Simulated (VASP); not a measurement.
Computed with r2SCAN meta-GGA, VASP's PBE PAW potentials (set 64) (plane waves; VASP 6.6.1).

VASP ran on this input.

INCAR:
```
# general
SYSTEM   =  GaSb
PREC     =  Accurate
ENCUT    =  520
LREAL    =  .FALSE.
LASPH    =  .TRUE.

# electronic loop
EDIFF    =  1E-7
NELM     =  100
ALGO     =  Normal
LMAXMIX  =  4
LMIXTAU  =  .TRUE.

# smearing
ISMEAR   =  -5

# functional
METAGGA  =  R2SCAN

# ions
ISIF     =  2

# output
LWAVE    =  .FALSE.
LCHARG   =  .FALSE.
LORBIT   =  11
NEDOS    =  601
```

**POSCAR**
```
GaSb
4.3375970
  0.0000000000   0.7071067026   0.7071067026
  0.7071067026   0.0000000000   0.7071067026
  0.7071067026   0.7071067026   0.0000000000
Ga Sb
1 1
Cart
  0.0000000000   0.0000000000   0.0000000000
  0.3535533513   0.3535533513   0.3535533513
```

KPOINTS_OPT:
```
k-points along high-symmetry lines
10
Line-mode
Reciprocal
  0.000000   0.000000   0.000000 ! GAMMA
 -0.500000  -0.500000   0.000000 ! X

 -0.500000  -0.500000   0.000000 ! X
 -0.375000  -0.375000   0.250000 ! U

 -0.375000  -0.000000   0.375000 ! K
  0.000000   0.000000   0.000000 ! GAMMA

  0.000000   0.000000   0.000000 ! GAMMA
 -0.000000  -0.000000   0.500000 ! L

 -0.000000  -0.000000   0.500000 ! L
 -0.500000  -0.250000   0.250000 ! W

 -0.500000  -0.250000   0.250000 ! W
 -0.500000  -0.500000   0.000000 ! X
```

**KPOINTS**
```
Automatic mesh
0
Gamma
8 8 8
0 0 0
```

POTCAR, in this order: Ga_d Sb (PBE.64 set). Program: vasp_std.

Task: What will the output report for the number of irreducible k-points (NKPTS), largest plane-wave count, number of space-group operations, FFT grid (NGX, NGY, NGZ)?

Result: 
```json
{
  "number of irreducible k-points (NKPTS)": "29",
  "largest_plane_wave_count": "1588",
  "number_of_space_group_operations": "24",
  "FFT grid (NGX, NGY, NGZ)": "32 × 32 × 32"
}
```

The compound is GaSb in the zinc blende structure. It was relaxed first.
